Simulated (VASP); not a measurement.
Consider the following.

```
GaP
1.0
    0.00000     2.70043     2.70043
    2.70043     0.00000     2.70043
    2.70043     2.70043     0.00000
Ga P
1 1
Direct
  0.00000   0.00000   0.00000
  0.25000   0.25000   0.25000
```

Method: revTPSS meta-GGA, VASP's PBE PAW potentials (set 64) (plane waves; VASP). Run with 520 eV cut-off, 8×8×8 Γ-centred mesh, Gaussian smearing of 0.050 eV, potentials Ga_d P.

Give the stress tensor in GPa (positive for a compressed cell).

```
2.63  0.00  0.00
0.00  2.63  0.00
0.00  0.00  2.63
```
The pressure is its mean diagonal, 2.63 GPa.

The compound is GaP in the zinc blende structure. This cell is one point of a volume scan, at 0.97 of the reference volume.
